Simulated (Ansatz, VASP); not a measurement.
## SiBi in two plane-wave programs

Wanted: the spread between two codes on one cell, functional and k mesh. The cell is invented: As first built, before any earlier steps moved the atoms (in the runner's words): it takes the SnP structure with all of its atoms replaced by other elements, volume scaled by an estimate. It may not be a known or stable phase. The cell is taken from a series of VASP runs on this material, whose earlier steps may have relaxed, scaled or displaced it; both programs get it as it stands. Other levels of theory on this material are compared in a session of their own.

Main program and level: Ansatz 0.2.0; plane waves, with VASP 6.6.1 beside it; band structure at LDA.

### 1. Set-up

The structure is tetragonal, space group I4mm (No. 107). The conventional cell has a = 4.054 Å, b = 4.054 Å, c = 6.493 Å, α = 90.00°, β = 90.00°, γ = 90.00°. Nearest to Bi lie 5 Si at 2.75 to 2.91 Å. Nearest to Si lie 5 Bi at 2.75 to 2.91 Å. As first built, before any earlier steps moved the atoms (in the runner's words): sites of the SnP structure (space group 107) filled with other elements, volume scaled by an estimate. Farther neighbours are not listed.

### 2. Ansatz: band structure, LDA

Ansatz runs on its default PAW (the set named soft_2) files.

A single point gives forces, pressure and levels at one fixed geometry, so differences don't come from the geometry; what else differs is listed under the comparison.

The input, input.yaml:

```yaml
crystal:
  lattice:
    - [-2.026887206, 2.026887206, 3.2462904277]
    - [2.026887206, -2.026887206, 3.2462904277]
    - [2.026887206, 2.026887206, -3.2462904277]
  atoms:
    - { symbol: Bi, position: [0.574132049, 0.574132049, 0.0] }
    - { symbol: Si, position: [0.997868951, 0.997868951, 0.0] }
hamiltonian:
  xc: lda
  pseudopotentials: { kind: paw }
kpoints:
  mp_grid: { grid: [5, 5, 5] }
  band_path:
    path:
      - [0.0, 0.0, 0.0]
      - [0.0, 0.0, 0.2]
      - [0.0, 0.0, 0.4]
      - [-0.02599, 0.02599, 0.5]
      - [-0.10396, 0.10396, 0.5]
      - [-0.18192, 0.18192, 0.5]
      - [-0.2356, 0.2356, 0.45932]
      - [-0.29661, 0.29661, 0.39831]
      - [-0.34746, 0.34746, 0.34746]
      - [-0.20848, 0.20848, 0.20848]
      - [-0.06949, 0.06949, 0.06949]
      - [0.06667, 0.06667, -0.06667]
      - [0.26667, 0.26667, -0.26667]
      - [0.46667, 0.46667, -0.46667]
      - [0.45932, 0.54068, -0.45932]
      - [0.39831, 0.60169, -0.39831]
      - [0.34746, 0.65254, -0.34746]
      - [0.20848, 0.59152, -0.20848]
      - [0.06949, 0.53051, -0.06949]
      - [0.03333, 0.46667, 0.03333]
      - [0.13333, 0.36667, 0.13333]
      - [0.23333, 0.26667, 0.23333]
      - [0.31667, 0.31667, 0.13135]
      - [0.41667, 0.41667, -0.04661]
      - [0.5, 0.5, -0.19492]
      - [0.5, 0.5, -0.31695]
      - [0.5, 0.5, -0.43898]
      - [0.03333, 0.03333, 0.46667]
      - [0.13333, 0.13333, 0.36667]
      - [0.25, 0.25, 0.25]
    npoints: 1
scf:
  occupations: { method: gaussian, width: 0.02 }
  n_extra_bands: 7
output:
  forces: true
  stress: true
  eigenvalues: true
```

Started as:

```console
> ansatz run input.yaml --threads 2 --pin off --max-ram 4608MiB --backend cpu --events-out ev --progress --plain --runs-dir out
```

Numbers of over 12 decimals in the logs are rounded to 6 here.

The log of the run:

```text
scf.n_extra_bands = 7 over 10 filled bands (N_el = 19.0): the run solves 17 bands
Engine: ansatz 0.2.0, aarch64-unknown-linux-gnu
Pseudopotentials: kind: paw
Pseudopotential: Bi, paw, valence charge 15, recommended cutoff 420 eV (normal), Bi.paw.azcp
Pseudopotential: Si, paw, valence charge 4, recommended cutoff 420 eV (normal), Si.paw.azcp
Functional definition: SPW92
  exchange = slater_x
  correlation = pw_c
Crystal: 2 atoms, lattice volume = 53.347 Å³
Basis set: ecut = 420 eV, 1039 PW (Γ)
Bands: 17, of which v1, the nominal top of the filled ones, is band 10 counted from 1 (9 counted from 0)
Symmetry: 8 space group operations
Space group: I4mm (ITA 107), of the structure as read, at distance tolerance 3.8e-5 Å
k-points: 18 of 125 (time reversal used)
Non-local potential: Bi, projectors of the file, l = 0: 2, l = 1: 2, l = 2: 2, l = 3: 2
Non-local potential: Si, projectors of the file, l = 0: 2, l = 1: 2, l = 2: 2
PAW form: soft (Blöchl's): semilocal exchange-correlation on the pseudo side does not see the compensation charge
PAW frozen core: Bi, regenerated for the run's functional, and the local potential with it (the file was generated under x = pbe(κ = 0.804, μ = 0.219515), c = pbe(β = 0.066725))
PAW frozen core: Si, regenerated for the run's functional, and the local potential with it (the file was generated under x = pbe(κ = 0.804, μ = 0.219515), c = pbe(β = 0.066725))
PAW one-centre angular grid: Bi, 590 points (default); XC on 64 Gauss nodes
PAW one-centre angular grid: Si, 110 points (default); XC on 64 Gauss nodes
Initial density: superposition of atomic densities (neutral atoms: chi_scale 0, normalization atom), corrected by the library's trained network
Initial wavefunctions: pseudopotential atomic-orbital guess
Functional: x = slater, c = lda
SCF iter   1: F=—  HF=-12693.715641 eV  |F-HF|=—  |Δ(HF+E_count)|=         —  Δρ=4.18e-3  dr2=1.04e-2  ethr=1.77e-3  ⟨swp⟩=6.3  Hψ=1846  notcnv=0
preconditioner: auto → none  [insulator: Δε(μ)=0.121 eV  Ē_g=11.433 eV  σ=0.020 eV  W_gap=0.69  n_scr=14 (ndim 8)  ℏωp=15.3 eV  f_vac=0.000  D(μ)=3.20/eV (n_scr^D=34)  ε∞_Penn≈2.8]
SCF iter   2: F=—  HF=-12693.712631 eV  |F-HF|=—  |Δ(HF+E_count)|=   3.01e-3  Δρ=2.19e-3  dr2=2.75e-3  ethr=5.48e-5  ⟨swp⟩=2.1  Hψ=534  notcnv=0  defer=28
SCF iter   3: F=—  HF=-12693.712107 eV  |F-HF|=—  |Δ(HF+E_count)|=   5.24e-4  Δρ=6.43e-4  dr2=2.82e-4  ethr=1.45e-5  ⟨swp⟩=3.0  Hψ=499  notcnv=0  defer=33
SCF iter   4: F=—  HF=-12693.711987 eV  |F-HF|=—  |Δ(HF+E_count)|=   1.20e-4  Δρ=1.74e-4  dr2=1.21e-5  ethr=1.48e-6  ⟨swp⟩=2.1  Hψ=388  notcnv=0  defer=33
SCF iter   5: F=—  HF=-12693.711983 eV  |F-HF|=—  |Δ(HF+E_count)|=   4.39e-6  Δρ=5.43e-5  dr2=1.35e-6  ethr=6.37e-8  ⟨swp⟩=2.0  Hψ=422  notcnv=0  defer=33
SCF iter   6: F=-12693.711982 eV  HF=-12693.711982 eV  |F-HF|=2.03e-8  |Δ(HF+E_count)|=   5.93e-7  Δρ=1.32e-5  dr2=4.25e-8  ethr=5.26e-10  ⟨swp⟩=8.3  Hψ=1729  notcnv=0
SCF 1 converged in 6 iterations: F = -12693.711982 eV  dr2 = 4.25e-8
  greatest PAW one-centre occupation: 0.988 electrons in one spin orbital (limit 2), on the Bi atom at site 0 (counted from 0), in its partial waves of l = 2
NSCF: frozen V_eff on 30 k-points
SCF converged after 6 iterations
Free energy (F): -12693.711982 eV
Harris-Foulkes:  -12693.711982 eV  (|F-HF|=2.03e-8)
Internal energy: -12693.711341 eV  (E = F + TS)
E sigma→0 (E₀):  -12693.711662 eV
Entropy (-TS):   -0.000641 eV (-0.320 meV/atom)
Fermi energy:    8.631272 eV
--- Per-component energies (eV) ---
  E_band       = -107.670796
  E_kinetic    = 341.445332
  E_local      = -1646.074882  (includes V_loc(G=0)·N_el)
  E_nonlocal   = 590.473067
  E_hartree    = 544.515550
  E_xc         = -204.077480
  E_vxc        = -190.222953  (∫ρ·V_xc dr)
  E_paw        = -10839.120292  (= ΣΔE_a)
  E_vpaw       = -292.324886  (= ΣTr[D̂ρ^β])
  E_aug_tail   = -0.000521  (compensation charges beyond the density's cutoff)
  E_ewald      = -1480.951561
  E_core_change = 0.079446  (= ΣΔE_core)
  E_smearing   = -0.000641  (= −TS)
  E_closure    = -0.000000  (closes the sum)
  Σ components = -12693.711982   (vs F -12693.711982, Δ=0.00e0)
--- Forces (eV/Å), atoms counted from 1 ---
  atom   1  Bi    -0.00000000     0.00000000     0.02225969
  atom   2  Si     0.00000000    -0.00000000    -0.02228798
  max |Σ_I F_I| component: 2.83e-5 eV/Å
--- Stress (GPa, compression-positive) ---
       -3.843783       0.000000      -0.000000
        0.000000      -3.843783       0.000000
       -0.000000      -0.000000      -3.980343
  P = ⅓ Tr σ = -3.8893 GPa (-38.893 kbar)
--- Band table (eV; the first three rows and the last of 18) ---
  k-point 0: bands = [... 6 lower, 5.4762, 7.8358, 7.8358, 8.4191, 11.4328, 12.6999, 12.6999, 13.7054, ... 3 higher]
  k-point 1: bands = [... 6 lower, 3.5041, 6.6735, 7.1490, 9.6688, 11.1366, 11.7268, 12.3304, 14.9992, ... 3 higher]
  k-point 2: bands = [... 6 lower, 2.4487, 4.4559, 5.4396, 6.7207, 10.6921, 13.5874, 16.3622, 16.7263, ... 3 higher]
  k-point 17: bands = [... 6 lower, 1.5234, 4.2693, 6.5987, 7.5709, 12.9789, 13.8469, 14.4921, 15.7394, ... 3 higher]
```

It took 1.7 s on 2 threads of Arm Neoverse V2, shared host; peak memory 0.3 GiB; 3.1 s of CPU time.

The column dr2 measures how far the density is from self-consistency, as an energy; F and HF (Harris–Foulkes) agree once it is small.

### 3. VASP: band structure, LDA

The same cell, functional (in two slightly different forms), mesh and smearing now go to VASP, with its own data sets and cutoff.

Lines of VASP's logs that name or quote its potential files are left out, and so is its time.

The input, INCAR:

```
SYSTEM = SiBi
PREC = Accurate
ENCUT = 400
EDIFF = 1E-06
NELM = 100
ISMEAR = 0
SIGMA = 0.02
LREAL = .FALSE.
ALGO = Normal
GGA = CA
LORBIT = 11
LWAVE = .FALSE.
LCHARG = .FALSE.
KPAR = 4
```

The input, POSCAR:

```
SiBi
1.0
   -2.0268872060      2.0268872060      3.2462904277
    2.0268872060     -2.0268872060      3.2462904277
    2.0268872060      2.0268872060     -3.2462904277
Bi Si
1 1
Direct
    0.5741320490      0.5741320490      0.0000000000
    0.9978689510      0.9978689510      0.0000000000
```

The input, KPOINTS:

```
Automatic mesh
0
Gamma
5 5 5
0 0 0
```

The input, KPOINTS_OPT:

```
Line mode
16
Line-mode
Reciprocal
  0.00000000   0.00000000   0.00000000 GAMMA
  0.00000000   0.00000000   0.50000000 X

  0.00000000   0.00000000   0.50000000 X
 -0.19491911   0.19491911   0.50000000 Y

 -0.19491911   0.19491911   0.50000000 Y
 -0.34745956   0.34745956   0.34745956 S

 -0.34745956   0.34745956   0.34745956 S
  0.00000000   0.00000000   0.00000000 GAMMA

  0.00000000   0.00000000   0.00000000 GAMMA
  0.50000000   0.50000000  -0.50000000 Z

  0.50000000   0.50000000  -0.50000000 Z
  0.34745956   0.65254044  -0.34745956 S1

  0.34745956   0.65254044  -0.34745956 S1
  0.00000000   0.50000000   0.00000000 N

  0.00000000   0.50000000   0.00000000 N
  0.25000000   0.25000000   0.25000000 P

  0.25000000   0.25000000   0.25000000 P
  0.50000000   0.50000000  -0.19491911 Y1

  0.50000000   0.50000000  -0.19491911 Y1
  0.50000000   0.50000000  -0.50000000 Z

  0.00000000   0.00000000   0.50000000 X
  0.25000000   0.25000000   0.25000000 P
```

The projector-augmented-wave data sets are Bi_d and Si (PBE family, release 64).

Started as:

```console
> mpirun -np 4 vasp_std
```

The log of the run:

```text
[banner, memory and clock lines left out]
running    4 mpi-ranks, on    1 nodes
 distrk:  each k-point on    1 cores,    4 groups
 distr:  one band on    1 cores,    1 groups

 POSCAR found type information on POSCAR BiSi
 POSCAR found :  2 types and       2 ions
|                                                                             |
|               ----> ADVICE to this user running VASP <----                  |
|                                                                             |
|     You enforced a specific xc type in the INCAR file but a different       |
|     [... a line on the potential file left out ...]
|     I HOPE YOU KNOW WHAT YOU ARE DOING!                                     |
|                                                                             |

 LDA part: xc-table for (Slater(with rela. corr.)+CA(PZ))
 , standard interpolation
 POSCAR, INCAR and KPOINTS ok, starting setup
 FFT: planning ... GRIDC
 FFT: planning ... GRID_SOFT
 FFT: planning ... GRID
 WAVECAR not read
 entering main loop
       N       E                     dE             d eps       ncg     rms          rms(c)
DAV:   1     0.121864098056E+03    0.12186E+03   -0.84094E+03   468   0.125E+03
DAV:   2    -0.140884565674E+01   -0.12327E+03   -0.12122E+03   468   0.337E+02
DAV:   3    -0.961574714972E+01   -0.82069E+01   -0.80697E+01   608   0.939E+01
DAV:   4    -0.981147216998E+01   -0.19573E+00   -0.19567E+00   588   0.163E+01
DAV:   5    -0.981630711973E+01   -0.48349E-02   -0.48347E-02   629   0.206E+00    0.181E+00
DAV:   6    -0.974199215544E+01    0.74315E-01   -0.16700E-01   584   0.491E+00    0.980E-01
DAV:   7    -0.973129162580E+01    0.10701E-01   -0.37759E-02   613   0.211E+00    0.382E-01
DAV:   8    -0.972954845907E+01    0.17432E-02   -0.39325E-03   636   0.488E-01    0.585E-02
DAV:   9    -0.972952798780E+01    0.20471E-04   -0.24473E-04   588   0.122E-01    0.251E-02
DAV:  10    -0.972952674944E+01    0.12384E-05   -0.24072E-05   591   0.689E-02    0.732E-03
DAV:  11    -0.972952687397E+01   -0.12453E-06   -0.38417E-06   525   0.162E-02
   1 F= -.97295269E+01 E0= -.97292064E+01  d E =-.640852E-03
 Start KPOINTS_OPT (optional k-point list driver)
k-point batch [1-18\176]
       N       E                     dE             ncg
DAV:   1    -0.435399597355E+03   -0.68657E+04      473
DAV:   2    -0.260289264743E+04   -0.21675E+04      468
DAV:   3    -0.274053120937E+04   -0.13764E+03      618
DAV:   4    -0.274385443803E+04   -0.33232E+01      630
DAV:   5    -0.274393851856E+04   -0.84081E-01      637
DAV:   6    -0.274394354923E+04   -0.50307E-02      698
DAV:   7    -0.274394358158E+04   -0.32343E-04      642
DAV:   8    -0.274394358199E+04   -0.41038E-06      434
[...]
k-point batch [163-176\176]
       N       E                     dE             ncg
DAV:   1     0.158081360764E+04   -0.89199E+04      369
DAV:   2    -0.326543106341E+02   -0.16135E+04      409
DAV:   3    -0.128074387392E+03   -0.95420E+02      424
DAV:   4    -0.130524278705E+03   -0.24499E+01      561
DAV:   5    -0.130537616426E+03   -0.13338E-01      434
DAV:   6    -0.130538124527E+03   -0.50810E-03      561
DAV:   7    -0.130538129050E+03   -0.45232E-05      429
DAV:   8    -0.130538129165E+03   -0.11492E-06      272
```

OUTCAR, selected parts (step 3):

```text
ion  position               nearest neighbor table
   1  0.574  0.574  0.000-   2 2.75   2 2.91   2 2.91   2 2.91   2 2.91
   2  0.998  0.998  0.000-   1 2.75   1 2.91   1 2.91   1 2.91   1 2.91

  LATTYP: Found a body centered tetragonal cell.
 ALAT       =     4.0537744120
 C/A-ratio  =     1.6016137544

 Subroutine GETGRP returns: Found  8 space group operations
 (whereof  8 operations were pure point group operations)

The static configuration has the point symmetry C_4v.

 Found     18 irreducible k-points:

   k-points           NKPTS =     18   k-points in BZ     NKDIM =     18   number of bands    NBANDS=     13

   dimension x,y,z NGX =    28 NGY =   28 NGZ =   28
   dimension x,y,z NGXF=    56 NGYF=   56 NGZF=   56

   ENCUT  =  400.0 eV  29.40 Ry    5.42 a.u.   7.06  7.06  7.06*2*pi/ulx,y,z

   NELECT =      19.0000    total number of electrons

 k-points in reciprocal lattice and weights: Automatic mesh
   0.00000000  0.00000000  0.00000000       0.008
   0.20000000 -0.00000000  0.00000000       0.064
   0.40000000  0.00000000  0.00000000       0.064
   0.20000000  0.20000000  0.00000000       0.064
   0.40000000  0.20000000 -0.00000000       0.128
  -0.40000000  0.20000000  0.00000000       0.128
  -0.20000000  0.20000000  0.00000000       0.032
   0.40000000  0.40000000 -0.00000000       0.064
  -0.40000000  0.40000000  0.00000000       0.032
[...]
-0.40000000  0.40000000  0.40000000       0.032
  -0.40000000 -0.40000000  0.40000000       0.016

 average (electrostatic) potential at core
       1-104.1494       2 -82.7816

 E-fermi :   6.2829

 k-point     1 :       0.0000    0.0000    0.0000
  band No.  band energies     occupation
    ...
      6      -6.5598      2.00000
      7       3.1758      2.00000
      8       5.4850      2.00000
      9       5.4850      2.00000
     10       6.0690      2.00000
     11       9.0868      0.00000
     12      10.3559      0.00000
     13      10.3559      0.00000

 k-point     2 :       0.2000   -0.0000    0.0000
  band No.  band energies     occupation
    ...
      5     -16.1479      2.00000
      6      -6.1402      2.00000
      7       1.2077      2.00000
      8       5.4771      2.00000
      9       5.6697      2.00000
     10       6.5019      0.00000
     11       8.3643      0.00000
     12       9.5943      0.00000
     13      10.2114      0.00000

 k-point     3 :       0.4000    0.0000    0.0000
  band No.  band energies     occupation
    ...
      5     -16.1405      2.00000
      6      -5.1086      2.00000
      7      -1.2309      2.00000
      8       4.9093      2.00000
      9       6.2760      1.37500
     10       6.6625      0.00000
     11       7.9409      0.00000
     12       8.0728      0.00000
     13       8.9908      0.00000

  Total       -1.2209184     -1.2209184     -1.2909512      0.0000000      0.0000000      0.0000000
  in kB      -36.6682939    -36.6682939    -38.7716151      0.0000000      0.0000000      0.0000000
  external PRESSURE =     -37.3694010 kB  Pullay stress =       0.0000000 kB

  energy-cutoff  :      400.00
  volume of cell :       53.35
      direct lattice vectors                 reciprocal lattice vectors
    -2.026887206  2.026887206  3.246290428     0.000000000  0.246683683  0.154021956
     2.026887206 -2.026887206  3.246290428     0.246683683  0.000000000  0.154021956
     2.026887206  2.026887206 -3.246290428     0.246683683  0.246683683  0.000000000

 POSITION                                       TOTAL-FORCE (eV/Angst)
 -----------------------------------------------------------------------------------
      0.00000      0.00000      3.72760         0.000000      0.000000      0.010474
      0.00000      0.00000      6.47874        -0.000000     -0.000000     -0.010474
 -----------------------------------------------------------------------------------
    total drift:                                0.000001      0.000001      0.000861

  FREE ENERGIE OF THE ION-ELECTRON SYSTEM (eV)
  ---------------------------------------------------
  free  energy   TOTEN  =        -9.7295268740 eV

  energy  without entropy=       -9.7288860215  energy(sigma->0) =       -9.72920645

 total charge
# of ion       s       p       d       tot
------------------------------------------
    1        1.492   1.416   9.939  12.846
    2        0.848   0.712   0.000   1.560
--------------------------------------------------
tot          2.339   2.128   9.939  14.406

[... 3 further parts left out ...]
```

At this level the cell is under a tension of 3.7 GPa, so at these settings it is away from equilibrium.

### 4. Comparison

Known differences besides the potentials themselves: the two LDA forms differ slightly; the cutoff is 420 eV in Ansatz and 400 eV in VASP; Ansatz makes its cores anew for this functional, VASP keeps those of its PBE data sets; VASP's log shows a relativistic correction to its local exchange, Ansatz's none. Total energies have different zeros and are not compared.

Compared:

| quantity | Ansatz | VASP | difference |
| --- | --- | --- | --- |
| pressure (GPa) | -3.89 | -3.74 | -0.15 |

At this near-relaxed geometry the largest component of a force difference is 12 meV/Å. Levels from 3 eV below to 2 eV above the Fermi level differ by 6 meV r.m.s. and 14 meV at most; each VASP level is matched to the nearest of Ansatz, which flatters the figure a little.

### 5. What came out

| Quantity | Value |
| --- | --- |
| r.m.s. difference of levels near the Fermi level (band structure, LDA) | 5.8 meV |
| r.m.s. force difference (band structure, LDA) | 6.8 meV/Å |

**Reading.** The r.m.s. force difference is 6.8 meV/Å (band structure, LDA), within the 12 meV/Å picked in this series as the mark of a large difference. 3 further runs of this series are not shown here. How closely two codes agree says nothing of how well the functional describes the real material.

[Lines on the potential files, build, host, timing and source positions are cut from VASP's logs without a mark.]

[Logs are printed without paths, hosts, clocks, repeated set-up lines and the standing remarks that a program may print on its own settings, such as how far it seeks lower states.]

[Hosts, paths, dates, database ids (printed as entryN), source tags and the programs' standing remarks are cut or masked in the printed files.]
